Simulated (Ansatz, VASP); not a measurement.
# SiWAu (SiWAu in the AlB2 type): VASP beside Ansatz, part 2 of 2

Aim: how closely do two programs agree when they are given the same cell, functional and k mesh? The cell is generated by rule, not measured, and may not be a known phase. The cell is taken from a series of runs on this material, whose earlier steps may have relaxed, scaled, displaced or heated it; both programs get it as it stands.

VASP 6.6.1 and Ansatz 0.2.0.

So far: The structure; VASP: zone-centre phonons, PBEsol.

The structure was built from a prototype and need not be the compound's stable phase.

## 3. Ansatz: zone-centre phonons, PBEsol

Level of this step: Ansatz beside VASP: Kohn-Sham DFT, plane waves, PBEsol (Ansatz).

Ansatz runs on its PAW soft_1 files.

The same cell, functional, mesh and smearing now go to Ansatz, which takes its cutoff from its data sets.

File input.yaml:

```yaml
crystal:
  lattice:
    - [4.3590189656, 0.0, 0.0]
    - [-2.1795094828, 3.7750211598, 0.0]
    - [0.0, 0.0, 2.7423848721]
  atoms:
    - { symbol: W, position: [0.0, 0.0, 0.0] }
    - { symbol: Si, position: [0.3333333333, 0.6666666667, 0.5] }
    - { symbol: Au, position: [0.6666666667, 0.3333333333, 0.5] }
kpoints:
  mp_grid: { grid: [4, 4, 6] }
hamiltonian:
  xc: pbesol
  pseudopotentials: { kind: paw, azcp: { folder: soft_1 }, xc_functional: pbe }
scf:
  occupations: { method: methfessel_paxton, width: 0.2 }
output:
  eigenvalues: true
phonons:
  method: dfpt
  qmesh: [2, 2, 2]
  temperatures: { t_max: 1000, t_step: 50 }
  qpath:
    path:
      - [[0.0, 0.0, 0.0], [0.5, 0.0, 0.0], [0.33333333, 0.33333333, 0.0], [0.0, 0.0, 0.0], [0.0, 0.0, 0.5], [0.5, 0.0, 0.5], [0.33333333, 0.33333333, 0.5], [0.0, 0.0, 0.5]]
      - [[0.5, 0.0, 0.5], [0.5, 0.0, 0.0]]
      - [[0.33333333, 0.33333333, 0.5], [0.33333333, 0.33333333, 0.0]]
    npoints: 10
```

Run with:

```
> ansatz run input.yaml --threads 4 --pin off --max-ram 12288MiB --backend cpu --events-out ev --progress --plain --runs-dir out
```

Numbers of over 12 decimals in the logs are rounded to 6 here.

Log:

```text
Engine: ansatz 0.2.0, x86_64-unknown-linux-gnu
Pseudopotentials: kind: paw
Pseudopotential: W, paw, valence charge 14, recommended cutoff 420 eV (normal), soft_1/W.paw.azcp
Pseudopotential: Si, paw, valence charge 4, recommended cutoff 420 eV (normal), soft_1/Si.paw.azcp
Pseudopotential: Au, paw, valence charge 19, recommended cutoff 420 eV (normal), soft_1/Au.paw.azcp
Functional definition: PBEsol
  exchange = pbesol_x
  correlation = pbesol_c
Crystal: 3 atoms, lattice volume = 45.127 Å³
Basis set: ecut = 420 eV, 915 PW (Γ), exchange–correlation on 60×60×40 points (8 copies of the dense FFT grid, shifted against one another)
Bands: 23, of which v1, the nominal top of the filled ones, is band 19 counted from 1 (18 counted from 0)
Symmetry: 12 space group operations
k-points: 16 of 96 (time reversal used)
Non-local potential: W, projectors of the file, l = 0: 3, l = 1: 2, l = 2: 2, l = 3: 1
Non-local potential: Si, projectors of the file, l = 0: 2, l = 1: 2, l = 2: 1
Non-local potential: Au, projectors of the file, l = 0: 3, l = 1: 2, l = 2: 2, l = 3: 1
PAW form: soft (Blöchl's): semilocal exchange-correlation on the pseudo side does not see the compensation charge
PAW frozen core: W, regenerated for the run's functional, and the local potential with it (the file was generated under x = pbe(κ = 0.804, μ = 0.219515), c = pbe(β = 0.066725))
PAW frozen core: Si, regenerated for the run's functional, and the local potential with it (the file was generated under x = pbe(κ = 0.804, μ = 0.219515), c = pbe(β = 0.066725))
PAW frozen core: Au, regenerated for the run's functional, and the local potential with it (the file was generated under x = pbe(κ = 0.804, μ = 0.219515), c = pbe(β = 0.066725))
PAW one-centre angular grid: W, 590 points (default); XC on 64 Gauss nodes
PAW one-centre angular grid: Si, 110 points (default); XC on 64 Gauss nodes
PAW one-centre angular grid: Au, 590 points (default); XC on 64 Gauss nodes
Initial density: superposition of atomic densities (chi_scale 0.1, normalization cell, long waves kept (reshape's long-wave potential 0.00 eV rms))
Initial wavefunctions: pseudopotential atomic-orbital guess
Functional: x = pbesol(κ = 0.804, μ = 0.123457), c = pbesol(β = 0.046)
SCF iter   1: F=—  HF=-23891.007791 eV  |F-HF|=—  |Δ(HF+E_count)|=         —  Δρ=1.78e-1  dr2=2.72e1  ethr=3.10e-3  ⟨swp⟩=5.0  Hψ=1464  notcnv=0
preconditioner: auto → none  [insulator: Δε(μ)=0.129 eV  Ē_g=6.891 eV  σ=0.200 eV  W_gap=0.51  n_scr=8 (ndim 8)  ℏωp=25.3 eV  f_vac=0.000  D(μ)=3.36/eV (n_scr^D=32)  ε∞_Penn≈14.5]
SCF iter   2: F=—  HF=-23887.624928 eV  |F-HF|=—  |Δ(HF+E_count)|=    3.38e0  S|Δr|=    0.00e0  Δρ=5.66e-2  dr2=3.21e0  ethr=3.10e-3  ⟨swp⟩=2.6  Hψ=846  notcnv=0  defer=1
SCF iter   3: F=—  HF=-23887.053659 eV  |F-HF|=—  |Δ(HF+E_count)|=   5.71e-1  S|Δr|=    0.00e0  Δρ=2.07e-2  dr2=4.07e-1  ethr=3.10e-3  ⟨swp⟩=2.1  Hψ=569  notcnv=0  defer=1
SCF iter   4: F=—  HF=-23886.973576 eV  |F-HF|=—  |Δ(HF+E_count)|=   8.01e-2  S|Δr|=    0.00e0  Δρ=5.11e-3  dr2=2.20e-2  ethr=1.10e-3  ⟨swp⟩=1.3  Hψ=457  notcnv=0  defer=1
SCF iter   5: F=—  HF=-23886.969418 eV  |F-HF|=—  |Δ(HF+E_count)|=   4.16e-3  S|Δr|=    0.00e0  Δρ=8.56e-4  dr2=2.75e-4  ethr=5.94e-5  ⟨swp⟩=1.9  Hψ=513  notcnv=0  defer=1
SCF iter   6: F=—  HF=-23886.969385 eV  |F-HF|=—  |Δ(HF+E_count)|=   3.24e-5  S|Δr|=    0.00e0  Δρ=2.54e-4  dr2=5.95e-5  ethr=7.43e-7  ⟨swp⟩=2.1  Hψ=534  notcnv=0  defer=1
SCF iter   7: F=—  HF=-23886.969376 eV  |F-HF|=—  |Δ(HF+E_count)|=   8.96e-6  S|Δr|=    0.00e0  Δρ=5.26e-5  dr2=2.37e-6  ethr=1.61e-7  ⟨swp⟩=2.4  Hψ=488  notcnv=0  defer=1
SCF iter   8: F=—  HF=-23886.969359 eV  |F-HF|=—  |Δ(HF+E_count)|=   1.73e-5  S|Δr|=    0.00e0  Δρ=8.51e-6  dr2=6.10e-8  ethr=6.40e-9  ⟨swp⟩=2.1  Hψ=467  notcnv=0  defer=1
SCF iter   9: F=—  HF=-23886.969359 eV  |F-HF|=—  |Δ(HF+E_count)|=   1.21e-8  S|Δr|=    0.00e0  Δρ=1.03e-6  dr2=8.88e-10  ethr=1.65e-10  ⟨swp⟩=2.0  Hψ=509  notcnv=0  defer=1
SCF iter  10: F=-23886.969359 eV  HF=-23886.969359 eV  |F-HF|=0.00e0  |Δ(HF+E_count)|=  1.46e-10  S|Δr|=    0.00e0  Δρ=5.57e-8  dr2=6.07e-13  ethr=1.00e-12  ⟨swp⟩=4.7  Hψ=1752  notcnv=0
SCF 1 converged in 10 iterations: F = -23886.969359 eV  dr2 = 6.07e-13
  greatest PAW one-centre occupation: 1.000 electrons in one spin orbital (limit 2), on the Au atom at site 2 (counted from 0), in its partial waves of l = 0
phonons: the bands overlap, so this run is a metal and interpolates without the dipole-dipole term. If the crystal is really an insulator or semiconductor, its LO-TO splitting is missing
NSCF: frozen V_eff on 16 k-points
NSCF: frozen V_eff on 28 k-points
DFPT response loops at q = (0, 0, 0) (fractional): preconditioner auto → Kerker (q_TF=auto, 2.639 Å⁻¹) (partly filled bands, converged f_vac=0.000); β = 1.00, the filter's whole step (`scf.mixing.beta` (0.50) is not read by the response loops under this deck's `scf.mixing.preconditioner`; to damp them name `kerker` or `kerker_dos`, under which they read `scf.mixing.beta`, and type it under 1.00, their step now; both keys bind the ground state too); Broyden in place of MSR1
NSCF: frozen V_eff on 56 k-points
DFPT response loops at q = (0, 0, -0.5) (fractional): mixed as the last ones told, above
NSCF: frozen V_eff on 56 k-points
DFPT response loops at q = (0, -0.5, 0) (fractional): mixed as the last ones told, above
NSCF: frozen V_eff on 56 k-points
DFPT response loops at q = (0, -0.5, -0.5) (fractional): mixed as the last ones told, above
SCF converged after 10 iterations
Stability not checked: this state was not tested for a lower state beside it, because cold or Methfessel-Paxton smearing, or corrected tetrahedra, fill the levels in a way that the test cannot read (fill_not_monotonic; see scf.lower_state_search)
Free energy (F): -23886.969359 eV
Harris-Foulkes:  -23886.969359 eV  (|F-HF|=0.00e0)
Internal energy: -23886.964774 eV  (E = F + TS)
E sigma→0 (E₀):  -23886.968213 eV
Entropy (-TS):   -0.004586 eV (-1.529 meV/atom)
Fermi energy:    19.659697 eV
--- Per-component energies (eV) ---
  E_band       = -326.087472
  E_kinetic    = 1043.990764
  E_local      = -2908.465073  (includes V_loc(G=0)·N_el)
  E_nonlocal   = 98.206094
  E_hartree    = 1272.237616
  E_xc         = -538.218424
  E_vxc        = -543.222374  (∫ρ·V_xc dr)
  E_paw        = -18537.442157  (= ΣΔE_a)
  E_vpaw       = -561.073912  (= ΣTr[D̂ρ^β])
  E_aug_tail   = 0.001802  (compensation charges beyond the density's cutoff)
  E_ewald      = -4317.838341
  E_core_change = 0.562945  (= ΣΔE_core)
  E_smearing   = -0.004586  (= −TS)
  E_closure    = -0.000000  (closes the sum)
  Σ components = -23886.969359   (vs F -23886.969359, Δ=0.00e0)
--- Band table (eV; the first three rows and the last of 16) ---
  k-point 0: bands = [... 15 lower, 16.0191, 16.0191, 19.0518, 21.6310, 21.6310, 22.1704, 22.1704, 25.1218]
  k-point 1: bands = [... 15 lower, 16.9445, 16.9445, 19.4722, 19.8747, 19.8747, 22.0223, 24.2141, 24.2141]
  k-point 2: bands = [... 15 lower, 18.0171, 18.0171, 18.9995, 18.9995, 20.2347, 21.7383, 23.2157, 23.2157]
  k-point 15: bands = [... 15 lower, 16.8320, 17.3091, 17.9655, 19.9588, 21.3845, 21.5793, 22.5967, 22.9008]
--- Phonons (Γ-DFPT): 6 representative perturbations + reference (Σ response iterations 18) ---
  ASR residual: 3.737e-5 → 0.000e0 eV/Å²; symmetrization residual: 4.047e-6 eV/Å²
  ASR residual per site (eV/Å²): 2.62e-5 1.20e-5 3.74e-5
  Γ frequencies (cm⁻¹): 0.00 0.00 0.00 83.31 111.41 124.92 124.92 278.06 278.06
--- Phonons (arbitrary-q DFPT): 4 irreducible q on the 2×2×2 mesh ---
  q = [0.0000, 0.0000, 0.0000] (star 1, of the zone-centre solve; hermiticity 7.56e-7, symmetrization 3.34e-13): -0.00 -0.00 0.00 83.31 111.41 124.92 124.92 278.06 278.06
  q = [0.0000, 0.0000, -0.5000] (star 1, 6 solved perturbations in 132 linear systems a pass and spin channel, the states on 28 of 96 k-point pairs; hermiticity 3.00e-7, symmetrization 1.18e-8): 100.31 100.31 106.23 106.23 109.25 147.84 187.96 280.87 280.87
  q = [0.0000, -0.5000, 0.0000] (star 3, 9 solved perturbations on 28 of 96 k-point pairs; hermiticity 6.66e-7, symmetrization 2.86e-14): -38.58 63.79 80.87 85.15 96.14 135.66 137.15 287.13 289.21
  q = [0.0000, -0.5000, -0.5000] (star 3, 9 solved perturbations on 28 of 96 k-point pairs; hermiticity 3.73e-7, symmetrization 8.96e-9): -52.72 -26.27 81.36 83.10 146.86 158.54 172.73 295.56 299.22
  sum rule: each row above includes the acoustic sum rule's correction from the zone centre's row sums; it moved no ω² by more than (0.34 cm⁻¹)²
  mesh force constants: q→R imaginary residual 3.13e-17; ASR residual 3.737e-5 → 0.000e0 eV/Å²; symmetrization residual 1.421e-14 eV/Å²
  interpolated dispersion: 93 rows × 9 modes
  density of states and harmonic sums: on the 16×16×22 q-mesh, interpolated from the force constants of a 2×2×2 supercell (no non-analytic term)
  largest difference from the sums on the solved wave vectors: F 1.94e-1 eV, S 2.52e-4 and C_V 5.80e-5 eV/K
  zero-point energy: 0.075867 eV/cell   skipped modes (ω ≤ 0): 289, of them read as no rigid motion or as one in doubt: 286 (8.283e-1 modes/cell left out, lowest -69.48 cm⁻¹)   left out of the sums: 9.21e-2 of the cell's modes: C_V's classical limit lies that fraction below 3 k_B per atom; for a crystal, a wire or a layer, F and S can be off by more, and a phonons.interpolated_qmesh denser along its periods is the remedy for the sampling
```

In the SCF lines HF is the Harris–Foulkes energy and dr2 the Hartree energy of the density residual, in eV; the loop may stop once dr2 is under the threshold and the program's other checks hold. Hψ counts applications of the Hamiltonian.

## 4. Differences

Known differences besides the potentials themselves: VASP's run holds the zone centre alone; the data sets hold 37 valence electrons in Ansatz (on its PAW soft_1 files) and 21 in VASP; the cutoff is 420 eV in Ansatz and 600 eV in VASP; Ansatz makes its cores anew for this functional, VASP keeps those of its PBE data sets. Total energies have different zeros and are not compared.

Compared:

| quantity | Ansatz | VASP | difference |
| --- | --- | --- | --- |
| optical mode 1 (cm⁻¹) | 83.3 | 82.9 | +0.52 % |
| optical mode 2 (cm⁻¹) | 111.4 | 111.2 | +0.22 % |
| optical mode 3 to 4 (cm⁻¹) | 124.9 | 124.3 | +0.53 % |
| optical mode 5 to 6 (cm⁻¹) | 278.1 | 279.8 | -0.61 % |

Modes are paired by rising frequency, not by their patterns, so a pair may set unlike modes beside each other; they are those without the splitting of longitudinal modes.

## 5. What came out

```json
{
 "r.m.s. difference of the optical zone-centre modes, each program's sorted by frequency (zone-centre phonons, PBEsol)": "1.1 cm⁻¹",
 "difference in optical mode 5 to 6 (zone-centre phonons, PBEsol)": "-0.6 %"
}
```

The r.m.s. difference of the optical zone-centre modes, each program's sorted by frequency is 1.1 cm⁻¹ (zone-centre phonons, PBEsol). The data sets hold unlike numbers of valence electrons (37 in Ansatz and 21 in VASP), so part of the differences comes from the potentials. Among the rows given in per cent, the largest difference of the zone-centre phonons, PBEsol pair is in optical mode 5 to 6, -0.6 %. 1 further run of this series is not shown here. How closely two codes agree says nothing of how well the functional describes the real material.

[Lines on the potential files, build, host, timing and source positions are cut from VASP's logs without a mark.]

[Logs are printed without paths, hosts, clocks, repeated set-up lines and the standing remarks that a program may print on its own settings, such as how far it seeks lower states.]

[Hosts, paths, dates, database ids (printed as entryN), source tags and the programs' standing remarks are cut or masked in the printed files.]
